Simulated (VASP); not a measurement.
Given:

```
CELL_PARAMETERS angstrom
      2.87199     0.00000     0.00000
      0.00000     2.87199     0.00000
      0.00000     0.00000     3.53074
ATOMIC_POSITIONS crystal
  Cu 0.00000 0.00000 0.00000
  Au 0.50000 0.50000 0.50000
```

Calculation: r2SCAN meta-GGA, VASP's PBE PAW potentials (set 64) (plane waves; VASP). Numerical set-up: 520 eV cut-off, 14×14×12 Γ-centred mesh, tetrahedra with Blöchl corrections, potentials Cu Au.

### Question
Give the energies of bands 1 to 14 at the high-symmetry points, in eV from the Fermi level.

### Answer

```
band       Γ      X      M      Z      R      A
----  ------  -----  -----  -----  -----  -----
1     -10.08  -7.02  -7.37  -8.01  -7.25  -6.76
2      -6.84  -5.68  -6.04  -6.48  -6.87  -6.10
3      -6.69  -5.62  -6.02  -5.80  -4.93  -6.10
4      -4.40  -4.72  -6.02  -4.15  -4.59  -3.64
5      -4.40  -4.46  -2.11  -4.15  -4.01  -3.39
6      -3.50  -3.62  -2.02  -3.54  -2.77  -3.39
7      -2.87  -3.15  -1.95  -3.35  -2.20  -3.33
8      -2.26  -3.11  -1.91  -3.18  -1.99  -2.29
9      -1.86  -2.63  -1.48  -2.55  -1.69  -2.10
10     -1.64  -2.39  -1.48  -2.55  -1.65  -1.91
11     -1.64  -1.15   0.34  -2.36  -0.99   5.50
12      3.20  -0.61   0.34  -2.23  -0.97   5.64
13      9.62  10.52   4.64  14.39   2.60   5.64
14      9.66  10.71   6.85  14.73   4.84   5.86
```

It has no gap at this level: it comes out as a metal or semimetal.

The compound is CuAu in the L1_0 structure. It was relaxed first.
